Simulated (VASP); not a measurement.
These are HSE06 screened hybrid, VASP's PBE PAW potentials (set 64) (plane waves; VASP) values and carry that method's errors.

VASP input:

### KPOINTS
```
Automatic mesh
0
Gamma
4 4 4
0 0 0
```

**INCAR**
```
SYSTEM = Na4Br3Cl
PREC = Accurate
ENCUT = 400
EDIFF = 1E-6
NELM = 60
ALGO = Normal
LREAL = .FALSE.
LASPH = .TRUE.
ISMEAR = 0
SIGMA = 0.05
GGA = PE
HFSCREEN = 0.2
AEXX = 0.25
LHFCALC = .TRUE.
PRECFOCK = Fast
ISYM = 3
LMAXMIX = 4
LWAVE = .FALSE.
LCHARG = .FALSE.
ISIF = 2
```

File POSCAR:
```
Na4Br3Cl
5.9313320
  0.9999999734   0.0000000000   0.0000000000
  0.0000000000   0.9999999734   0.0000000000
  0.0000000000   0.0000000000   0.9999999734
Na Cl Br
4 1 3
Cart
  0.0000000000   0.0000000000   0.0000000000
  0.4999999867   0.4999999867   0.0000000000
  0.4999999867   0.0000000000   0.4999999867
  0.0000000000   0.4999999867   0.4999999867
  0.4999999867   0.4999999867   0.4999999867
  0.0000000000   0.0000000000   0.4999999867
  0.0000000000   0.4999999867   0.0000000000
  0.4999999867   0.0000000000   0.0000000000
```

KPOINTS_OPT:
```
named points and PBE's band edges
6
Reciprocal
  0.000000   0.000000   0.000000 1 ! GAMMA
  0.500000   0.500000   0.500000 1 ! R
  0.500000   0.500000   0.000000 1 ! M
  0.000000   0.500000   0.000000 1 ! X
  0.035710   0.035710   0.035710 1 ! near an edge
  0.000000   0.035710   0.000000 1 ! near an edge
```

POTCAR, in this order: Na_pv Cl Br (PBE.64 set). Program: vasp_std. Read from the step before: WAVECAR.

The resulting files:

OUTCAR:
```
 ion  position               nearest neighbor table
   1  0.000  0.000  0.000-
   2  0.500  0.500  0.000-
   3  0.500  0.000  0.500-
   4  0.000  0.500  0.500-
   5  0.500  0.500  0.500-
   6  0.000  0.000  0.500-
   7  0.000  0.500  0.000-
   8  0.500  0.000  0.000-
  LATTYP: Found a simple cubic cell.
 ALAT       =     5.9313318422
 Subroutine PRICEL returns:
 Original cell was already a primitive cell.
 Subroutine GETGRP returns: Found 48 space group operations
The static configuration has the point symmetry O_h .
The dynamic configuration has the point symmetry O_h .
 Subroutine INISYM returns: Found 48 space group operations
 Subroutine IBZKPT returns following result:
 Found     10 irreducible k-points:

 Following reciprocal coordinates:
            Coordinates               Weight
  0.000000  0.000000  0.000000      1.000000
  0.250000  0.000000  0.000000      6.000000
  0.500000  0.000000  0.000000      3.000000
...
```

File OSZICAR:
```
       N       E                     dE             d eps       ncg     rms          rms(c)
DAV:   1    -0.291966621374E+02   -0.29197E+02   -0.71110E-01   660   0.537E+00    0.939E-01
DAV:   2    -0.292026658940E+02   -0.60038E-02   -0.45240E-02   775   0.202E+00    0.588E-01
DAV:   3    -0.292013407516E+02    0.13251E-02   -0.30365E-03   846   0.609E-01    0.343E-01
DAV:   4    -0.292010458598E+02    0.29489E-03   -0.58380E-04   750   0.211E-01    0.208E-01
DAV:   5    -0.292010039900E+02    0.41870E-04   -0.12709E-04   782   0.830E-02    0.126E-01
DAV:   6    -0.292010002807E+02    0.37092E-05   -0.23695E-05   758   0.367E-02    0.746E-02
DAV:   7    -0.292010014190E+02   -0.11383E-05   -0.60920E-06   646   0.190E-02    0.432E-02
DAV:   8    -0.292010031077E+02   -0.16887E-05   -0.22386E-06   534   0.116E-02    0.250E-02
DAV:   9    -0.292010041706E+02   -0.10630E-05   -0.11910E-06   470   0.812E-03    0.144E-02
DAV:  10    -0.292010047863E+02   -0.61567E-06   -0.53463E-07   437   0.587E-03
   1 F= -.29201005E+02 E0= -.29201005E+02  d E =-.282833E-20
       N       E                     dE             ncg
```

**OUTCAR**
```
------------------------ aborting loop because EDIFF is reached ----------------------------------------
  FORCE on cell =-STRESS in cart. coord.  units (eV):
  Direction    XX          YY          ZZ          XY          YZ          ZX
  --------------------------------------------------------------------------------------
  Total       -0.4123069     -0.4123069     -0.4123069     -0.0000000      0.0000000     -0.0000000
  in kB       -3.1657345     -3.1657345     -3.1657345     -0.0000000      0.0000000     -0.0000000
  external PRESSURE =      -3.1657345 kB  Pullay stress =       0.0000000 kB
  volume of cell :      208.67
      direct lattice vectors                 reciprocal lattice vectors
     5.931331842  0.000000000  0.000000000     0.168596198  0.000000000  0.000000000
     0.000000000  5.931331842  0.000000000     0.000000000  0.168596198  0.000000000
     0.000000000  0.000000000  5.931331842     0.000000000  0.000000000  0.168596198
 POSITION                                       TOTAL-FORCE (eV/Angst)
 -----------------------------------------------------------------------------------
      0.00000      0.00000      0.00000         0.000000      0.000000      0.000000
      2.96567      2.96567      0.00000         0.000000      0.000000      0.000000
      2.96567      0.00000      2.96567         0.000000      0.000000      0.000000
      0.00000      2.96567      2.96567         0.000000      0.000000      0.000000
      2.96567      2.96567      2.96567         0.000000      0.000000      0.000000
      0.00000      0.00000      2.96567         0.000000      0.000000      0.000000
      0.00000      2.96567      0.00000         0.000000      0.000000      0.000000
      2.96567      0.00000      0.00000         0.000000      0.000000      0.000000
 -----------------------------------------------------------------------------------
    total drift:                               -0.000003     -0.000001      0.000004
  FREE ENERGIE OF THE ION-ELECTRON SYSTEM (eV)
  ---------------------------------------------------
  free  energy   TOTEN  =       -29.2010047863 eV

  energy  without entropy=      -29.2010047863  energy(sigma->0) =      -29.20100479

  exchange ACFDT corr.  =         0.00000000  see jH, gK, PRB 81, 115126
```
(Selected blocks of OUTCAR.)

The structure was generated: Na4Br3Cl was put into an ordered model structure (Pm-3m), which need not be its known phase. It was relaxed first.
